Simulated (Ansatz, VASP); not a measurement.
# Cross-check of Mg (Magnesium) between VASP and Ansatz, part 2 of 2

One calculation is typed for both programs; each brings its own data sets. How far apart do they land? The cell is taken from a series of runs on this material, whose earlier steps may have relaxed, scaled, displaced or heated it; both programs get it as it stands.

VASP 6.6.1 and Ansatz 0.2.0.

So far: The starting structure; Ansatz: zone-centre phonons, LDA, pair 1; VASP: zone-centre phonons, LDA, pair 1; Comparison.

**5. VASP: zone-centre phonons, LDA, pair 2**

Level of this step: LDA; plane waves and PAW (Mg) (VASP).

Second derivatives magnify differences that forces hide, and they need a tight electronic threshold. The cell compared in this pair holds 42.77 Å³, against 42.34 Å³ for the pair before.

INCAR reads:

```
SYSTEM = Mg
PREC = Accurate
ENCUT = 600
EDIFF = 1E-08
NELM = 120
ISMEAR = 1
SIGMA = 0.2
LREAL = .FALSE.
ALGO = Normal
GGA = CA
NBANDS = 8
LORBIT = 11
LWAVE = .FALSE.
LCHARG = .FALSE.
ISIF = 2
IBRION = 8
LASPH = .TRUE.
GGA_COMPAT = .FALSE.
KPAR = 2
```

POSCAR reads:

```
Mg
1.0
    3.1379293290      0.0000000000      0.0000000000
   -1.5689646645      2.7175265142      0.0000000000
    0.0000000000      0.0000000000      5.0154736648
Mg
2
Direct
    0.3333333333      0.6666666667      0.2500000000
    0.6666666667      0.3333333333      0.7500000000
```

KPOINTS reads:

```
Automatic mesh
0
Gamma
15 15 8
0 0 0
```

Potentials, in the order of the species: Mg (LDA family, release 64).

Launch:

```
mpirun -np 2 vasp_std
```

Numbers of over 12 decimals in the logs are rounded to 6 here.

What it wrote:

```text
[... set-up lines as in an earlier step ...]
 entering main loop
       N       E                     dE             d eps       ncg     rms          rms(c)
DAV:   1    -0.847348432837E+00   -0.84735E+00   -0.14450E+03  2160   0.398E+02
DAV:   2    -0.362688074661E+01   -0.27795E+01   -0.26959E+01  2896   0.234E+01
DAV:   3    -0.364276615627E+01   -0.15885E-01   -0.15878E-01  2976   0.228E+00
DAV:   4    -0.364279644025E+01   -0.30284E-04   -0.30284E-04  3040   0.878E-02
[...]
DAV:   9    -0.362163695582E+01    0.10364E-05   -0.71996E-07  2592   0.445E-03    0.600E-04
DAV:  10    -0.362163693815E+01    0.17666E-07   -0.27208E-09  3160   0.369E-04    0.119E-04
DAV:  11    -0.362163693803E+01    0.11758E-09   -0.88502E-11  1552   0.770E-05
   1 F= -.36216369E+01 E0= -.36210949E+01  d E =-.162597E-02
 Linear response reoptimize wavefunctions to high precision
DAV:   1    -0.362163693804E+01   -0.90949E-12   -0.41272E-12  2136   0.111E-05
 Linear response DOF=           2
 Linear response progress:
  Degree of freedom:   1/  2
[...]
RMM:   8    -0.136961195479E-02    0.30519E-08    0.17138E-10 13461   0.316E-06    0.288E-07
 first order change of Fermi-energy   0.16662E-07
 force on displaced ion       1 direction 1 :  -0.818   0.000   0.000
 Linear response progress:
  Degree of freedom:   2/  2
       N       E                     dE             d eps       ncg     rms          rms(c)
RMM:   1    -0.137560959430E-01   -0.13756E-01   -0.76373E-02  6907   0.311E-01
RMM:   2    -0.424895917661E-02    0.95071E-02   -0.10347E-03  4750   0.404E-02    0.317E-02
RMM:   3    -0.413353851349E-02    0.11542E-03   -0.33502E-05  4766   0.132E-02    0.141E-02
RMM:   4    -0.416639733047E-02   -0.32859E-04   -0.11170E-05  4837   0.679E-03    0.523E-03
RMM:   5    -0.416720846412E-02   -0.81113E-06   -0.30608E-06  4899   0.269E-03    0.240E-04
RMM:   6    -0.416728890423E-02   -0.80440E-07    0.68766E-07  4978   0.270E-04    0.137E-04
RMM:   7    -0.416746315758E-02   -0.17425E-06    0.10771E-07  5065   0.792E-05    0.689E-06
RMM:   8    -0.416750515501E-02   -0.41997E-07    0.13503E-07  5174   0.111E-05    0.246E-06
RMM:   9    -0.416750420980E-02    0.94522E-09   -0.12699E-08  4891   0.298E-06    0.728E-07
 first order change of Fermi-energy  -0.36056E-05
 force on displaced ion       1 direction 3 :  -0.000   0.000  -3.171
 Linear response finished
```

From OUTCAR (step 5):

```text
  Total        0.0194826      0.0194826      0.0205723      0.0000000      0.0000000      0.0000000
  in kB        0.7298409      0.7298409      0.7706646      0.0000000      0.0000000      0.0000000
  external PRESSURE =       0.7434488 kB  Pullay stress =       0.0000000 kB

 POSITION                                       TOTAL-FORCE (eV/Angst)
 -----------------------------------------------------------------------------------
     -0.00000      1.81168      1.25387        -0.000000      0.000000      0.000000
      1.56896      0.90584      3.76161         0.000000     -0.000000      0.000000
 -----------------------------------------------------------------------------------
    total drift:                                0.000000     -0.000000      0.000000

[... 1 part as in an earlier step ...]

[... 1 further part left out ...]
```

**6. Ansatz: zone-centre phonons, LDA, pair 2**

The same cell, functional (in two slightly different forms), mesh and smearing now go to Ansatz, which takes its cutoff from its data sets.

The cell is taken from a series of runs on this material, whose earlier steps may have relaxed, scaled, displaced or heated it; both programs get it as it stands.

input.yaml reads:

```yaml
crystal:
  lattice:
    - [3.137929329, 0.0, 0.0]
    - [-1.5689646645, 2.7175265142, 0.0]
    - [0.0, 0.0, 5.0154736648]
  atoms:
    - { symbol: Mg, position: [0.3333333333, 0.6666666667, 0.25] }
    - { symbol: Mg, position: [0.6666666667, 0.3333333333, 0.75] }
kpoints:
  mp_grid: { grid: [15, 15, 8] }
hamiltonian:
  xc: lda
  pseudopotentials: { kind: paw, azcp: { folder: soft_1 }, xc_functional: pbe }
scf:
  occupations: { method: methfessel_paxton, width: 0.2 }
output:
  eigenvalues: true
phonons:
  method: dfpt
```

Launch:

```
ansatz run input.yaml --threads 4 --pin off --max-ram 10240MiB --backend cpu --events-out ev --progress --plain --runs-dir out
```

What it wrote:

```text
[...]
Crystal: 2 atoms, lattice volume = 42.769 Å³
Basis set: ecut = 420 eV, 833 PW (Γ), exchange–correlation on 48×48×72 points (8 copies of the dense FFT grid, shifted against one another)
Bands: 14, of which v1, the nominal top of the filled ones, is band 10 counted from 1 (9 counted from 0)
Symmetry: 24 space group operations
k-points: 320 of 1800 (irreducible under 4 space group operations, time reversal used)
[...]
k-point 1: bands = [... 6 lower, -36.6398, -36.6398, -1.1229, 3.2513, 6.1294, 17.2059, 17.2059, 17.3443]
  k-point 2: bands = [... 6 lower, -36.6405, -36.6405, -0.8417, 2.0949, 7.7614, 15.6350, 17.4124, 17.4124]
  k-point 319: bands = [... 6 lower, -36.6480, -36.6480, 3.5055, 3.5055, 8.5220, 8.5220, 10.0508, 10.0508]
[...]
ASR residual: 3.691e-6 → 0.000e0 eV/Å²; symmetrization residual: 8.022e-13 eV/Å²
  ASR residual per site (eV/Å²): 3.69e-6 3.69e-6
  Γ frequencies (cm⁻¹): 0.00 0.00 0.00 134.71 134.71 265.42
[...]
[key lines of the parts left out:]
SCF converged after 7 iterations
Free energy (F): -3803.207948 eV
Fermi energy:    6.002985 eV
```

**7. Side by side**

What differs besides the data sets and the points named for the pairs above, as far as they apply: the data sets hold 20 valence electrons in Ansatz (on its PAW soft_1 files) and 4 in VASP. Total energies have different zeros and are not compared.

Both answers:

```
                  quantity  Ansatz   VASP  difference
optical mode 1 to 2 (cm⁻¹)   134.7  135.3     -0.42 %
     optical mode 3 (cm⁻¹)   265.4  266.4     -0.36 %
```

Modes are paired by rising frequency, not by their patterns, so a pair may set unlike modes beside each other; they are those without the splitting of longitudinal modes.

**8. Summary of results**

```
r.m.s. difference of the optical zone-centre modes, each program's sorted by frequency (zone-centre phonons, LDA, pair 1) : 0.76 cm⁻¹
r.m.s. difference of the optical zone-centre modes, each program's sorted by frequency (zone-centre phonons, LDA, pair 2) : 0.72 cm⁻¹
```

The r.m.s. difference of the optical zone-centre modes, each program's sorted by frequency is 0.76 cm⁻¹ (zone-centre phonons, LDA, pair 1). The data sets hold unlike numbers of valence electrons (20 in Ansatz and 4 in VASP), so part of the differences comes from the potentials. Such differences can come from data sets, numerical settings and the points named under the comparisons, not from the functional's error against experiment.

[Lines on the potential files, build, host, timing and source positions are cut from VASP's logs without a mark.]

[Logs are printed without paths, hosts, clocks, repeated set-up lines and the standing remarks that a program may print on its own settings, such as how far it seeks lower states.]

[Hosts, paths, dates, database ids (printed as entryN), source tags and the programs' standing remarks are cut or masked in the printed files.]
